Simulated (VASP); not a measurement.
Data:

```yaml
crystal:
  lattice:
    - [0.00000, 2.81500, 2.81500]
    - [2.81500, 0.00000, 2.81500]
    - [2.81500, 2.81500, 0.00000]
  atoms:
    - { symbol: Be, position: [0.00000, 0.00000, 0.00000] }
    - { symbol: Te, position: [0.25000, 0.25000, 0.25000] }
```

The numbers are results of PBE GGA, VASP's PBE PAW potentials (set 64) (plane waves; VASP), not measurements. Settings: 325 eV cut-off, 7×7×7 Γ-centred mesh, Gaussian smearing of 0.050 eV, potentials Be Te.

At this cut-off the stress carries a Pulay error, which pulls relaxed volumes low.

### Question
What does the run give for the energy per atom (σ→0), pressure?

### Answer

```
Property                       Result
---------------------  --------------
energy per atom (σ→0)  -3.809 eV/atom
pressure                     1.21 GPa
```

Total energies compare only between runs with the same potentials, cut-off and functional.

The compound is BeTe in the zinc blende structure. The cell was not relaxed at this level. The run is one of a series of settings (ENCUT = 325 against the base run), some of them coarse on purpose.
